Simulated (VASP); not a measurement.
These are r2SCAN meta-GGA, VASP's PBE PAW potentials (set 64) (plane waves; VASP 6.6.1) values and carry that method's errors.

VASP input:

**POSCAR**
```
ZrC
1
    0.0000000000     2.3328768143     2.3328768143
    2.3328768143     0.0000000000     2.3328768143
    2.3328768143     2.3328768143     0.0000000000
Zr C
1 1
Direct
  0.0000000000   0.0000000000   0.0000000000
  0.5000000000   0.5000000000   0.5000000000
```

**KPOINTS**
```
kpoints
0
G
13 13 13
0 0 0
```

INCAR:
```
ALGO=Normal
EDIFF=1E-7
ENCUT=520
ISIF=2
ISMEAR=1
LASPH=.TRUE.
LCHARG=.FALSE.
LMAXMIX=4
LMIXTAU=.TRUE.
LREAL=.FALSE.
LWAVE=.FALSE.
METAGGA=R2SCAN
NELM=100
PREC=Accurate
SIGMA=0.1
SYSTEM=ZrC
```

POTCAR, in this order: Zr_sv C (PBE.64 set). Program: vasp_std.

Output of the run:

File OUTCAR:
```
 ion  position               nearest neighbor table
   1  0.000  0.000  0.000-   2 2.33   2 2.33   2 2.33   2 2.33   2 2.33   2 2.33
   2  0.500  0.500  0.500-   1 2.33   1 2.33   1 2.33   1 2.33   1 2.33   1 2.33
  LATTYP: Found a face centered cubic cell.
 ALAT       =     4.6657536286
 Subroutine PRICEL returns:
 Original cell was already a primitive cell.
 Subroutine GETGRP returns: Found 48 space group operations
The static configuration has the point symmetry O_h .
The dynamic configuration has the point symmetry O_h .
 Subroutine INISYM returns: Found 48 space group operations
 Subroutine IBZKPT returns following result:
 Found     84 irreducible k-points:

 Following reciprocal coordinates:
            Coordinates               Weight
  0.000000  0.000000  0.000000      1.000000
  0.076923  0.000000  0.000000      8.000000
  0.153846  0.000000  0.000000      8.000000
  0.230769  0.000000  0.000000      8.000000
  0.307692  0.000000  0.000000      8.000000
  0.384615  0.000000  0.000000      8.000000
  0.461538  0.000000  0.000000      8.000000
  0.076923  0.076923  0.000000      6.000000
  0.153846  0.076923  0.000000     24.000000
  0.230769  0.076923  0.000000     24.000000
  0.307692  0.076923  0.000000     24.000000
  0.384615  0.076923  0.000000     24.000000
  0.461538  0.076923  0.000000     24.000000
 -0.461538  0.076923  0.000000     24.000000
 -0.384615  0.076923  0.000000     24.000000
 -0.307692  0.076923  0.000000     24.000000
 -0.230769  0.076923  0.000000     24.000000
 -0.153846  0.076923  0.000000     24.000000
 -0.076923  0.076923  0.000000     12.000000
  0.153846  0.153846  0.000000      6.000000
  0.230769  0.153846  0.000000     24.000000
  0.307692  0.153846  0.000000     24.000000
  0.384615  0.153846  0.000000     24.000000
  0.461538  0.153846  0.000000     24.000000
...
```

### OSZICAR
```
       N       E                     dE             d eps       ncg     rms          rms(c)
DAV:   1     0.936299417052E+02    0.93630E+02   -0.92510E+03  2024   0.139E+03
DAV:   2    -0.378589193316E+02   -0.13149E+03   -0.12390E+03  2340   0.347E+02
DAV:   3    -0.440576232592E+02   -0.61987E+01   -0.60423E+01  3016   0.659E+01
DAV:   4    -0.443108772997E+02   -0.25325E+00   -0.25289E+00  2624   0.129E+01
DAV:   5    -0.443191082819E+02   -0.82310E-02   -0.82299E-02  2932   0.177E+00    0.235E+01
DAV:   6    -0.339558056760E+02    0.10363E+02   -0.12440E+01  2364   0.331E+01    0.700E+00
DAV:   7    -0.347086992947E+02   -0.75289E+00   -0.52655E-01  2288   0.832E+00    0.457E+00
DAV:   8    -0.343500244560E+02    0.35867E+00   -0.56066E-01  2312   0.877E+00    0.131E+00
DAV:   9    -0.346958594703E+02   -0.34584E+00   -0.36038E-01  2272   0.618E+00    0.504E-01
DAV:  10    -0.347059830063E+02   -0.10124E-01   -0.91025E-03  2284   0.962E-01    0.451E-01
DAV:  11    -0.346975023453E+02    0.84807E-02   -0.49177E-02  2416   0.162E+00    0.359E-01
DAV:  12    -0.347039340762E+02   -0.64317E-02   -0.11298E-02  2292   0.900E-01    0.924E-02
DAV:  13    -0.347062305407E+02   -0.22965E-02   -0.14838E-03  2308   0.334E-01    0.351E-02
DAV:  14    -0.347066342182E+02   -0.40368E-03   -0.93179E-04  2352   0.253E-01    0.258E-02
DAV:  15    -0.347066390641E+02   -0.48459E-05   -0.18117E-05  3016   0.346E-02    0.261E-02
DAV:  16    -0.347066473050E+02   -0.82410E-05   -0.35344E-05  2232   0.489E-02    0.285E-02
DAV:  17    -0.347066404995E+02    0.68055E-05   -0.11471E-05  2076   0.356E-02    0.365E-02
DAV:  18    -0.347066529296E+02   -0.12430E-04   -0.18529E-05  2116   0.504E-02    0.765E-02
DAV:  19    -0.347066517611E+02    0.11685E-05   -0.41296E-05  2340   0.802E-02    0.939E-03
DAV:  20    -0.347066415576E+02    0.10203E-04   -0.14436E-05  3280   0.338E-02    0.300E-02
DAV:  21    -0.347066418702E+02   -0.31258E-06   -0.32933E-06  2252   0.216E-02    0.118E-02
DAV:  22    -0.347066413010E+02    0.56918E-06   -0.14533E-06  2752   0.137E-02    0.412E-03
DAV:  23    -0.347066444895E+02   -0.31885E-05   -0.32369E-07  2092   0.581E-03    0.364E-03
DAV:  24    -0.347066432093E+02    0.12802E-05   -0.90091E-08  1048   0.391E-03    0.725E-04
DAV:  25    -0.347066438947E+02   -0.68546E-06   -0.23604E-08  1032   0.180E-03    0.545E-04
DAV:  26    -0.347066439473E+02   -0.52579E-07   -0.85170E-09  1024   0.987E-04
   1 F= -.34706644E+02 E0= -.34706651E+02  d E =0.212212E-04
```

### OUTCAR
```
------------------------ aborting loop because EDIFF is reached ----------------------------------------
  FORCE on cell =-STRESS in cart. coord.  units (eV):
  Direction    XX          YY          ZZ          XY          YZ          ZX
  --------------------------------------------------------------------------------------
  Total        1.1741489      1.1741489      1.1741489      0.0000000      0.0000000     -0.0000000
  in kB       74.0846685     74.0846685     74.0846685      0.0000000      0.0000000     -0.0000000
  external PRESSURE =      74.0846685 kB  Pullay stress =       0.0000000 kB
  volume of cell :       25.39
      direct lattice vectors                 reciprocal lattice vectors
     0.000000000  2.332876814  2.332876814    -0.214327648  0.214327648  0.214327648
     2.332876814  0.000000000  2.332876814     0.214327648 -0.214327648  0.214327648
     2.332876814  2.332876814  0.000000000     0.214327648  0.214327648 -0.214327648
 POSITION                                       TOTAL-FORCE (eV/Angst)
 -----------------------------------------------------------------------------------
      0.00000      0.00000      0.00000        -0.000000      0.000000     -0.000000
      2.33288      2.33288      2.33288         0.000000     -0.000000      0.000000
 -----------------------------------------------------------------------------------
    total drift:                                0.000000      0.000000      0.000000
  FREE ENERGIE OF THE ION-ELECTRON SYSTEM (eV)
  ---------------------------------------------------
  free  energy   TOTEN  =       -34.7066439473 eV

  energy  without entropy=      -34.7066651685  energy(sigma->0) =      -34.70665102
```
(Selected blocks of OUTCAR.)

File OUTCAR:
```
 val. band max:        9.9104940208   @ k =   0.4615   0.4615   0.0000

 cond. band min:       9.9850835148   @ k =   0.3846   0.3077   0.0000


 Fermi energy:         9.9730457385

 k-point     1 :       0.0000    0.0000    0.0000
  band No.  band energies     occupation
      1     -39.8301      2.00000
      2     -16.8162      2.00000
      3     -16.8162      2.00000
      4     -16.8162      2.00000
      5      -2.2122      2.00000
      6      10.8336     -0.00000
      7      10.8336     -0.00000
      8      10.8336     -0.00000
      9      11.2293     -0.00000
     10      11.2293     -0.00000
     11      11.2293     -0.00000
     12      12.9384      0.00000

 k-point     2 :       0.0769    0.0000    0.0000
  band No.  band energies     occupation
      1     -39.8234      2.00000
      2     -16.8760      2.00000
      3     -16.8210      2.00000
      4     -16.8210      2.00000
      5      -2.0684      2.00000
      6       9.9045      1.90965
      7      10.1006     -0.07017
      8      10.1006     -0.07017
      9      11.4916     -0.00000
     10      11.4916     -0.00000
     11      11.8473     -0.00000
     12      13.7090      0.00000

 k-point     3 :       0.1538    0.0000    0.0000
  band No.  band energies     occupation
      1     -39.8048      2.00000
      2     -17.0383      2.00000
      3     -16.8342      2.00000
      4     -16.8342      2.00000
      5      -1.6600      2.00000
      6       8.6309      2.00000
      7       9.0751      2.00000
      8       9.0751      2.00000
      9      11.9324     -0.00000
     10      11.9324     -0.00000
     11      12.3739      0.00000
     12      15.1699      0.00000

 k-point     4 :       0.2308    0.0000    0.0000
  band No.  band energies     occupation
      1     -39.7784      2.00000
      2     -17.2593      2.00000
      3     -16.8527      2.00000
      4     -16.8527      2.00000
      5      -1.0486      2.00000
      6       7.3321      2.00000
...
```

The compound is ZrC in the rock salt structure. This cell is one point of a volume scan, at 0.97 of the reference volume.
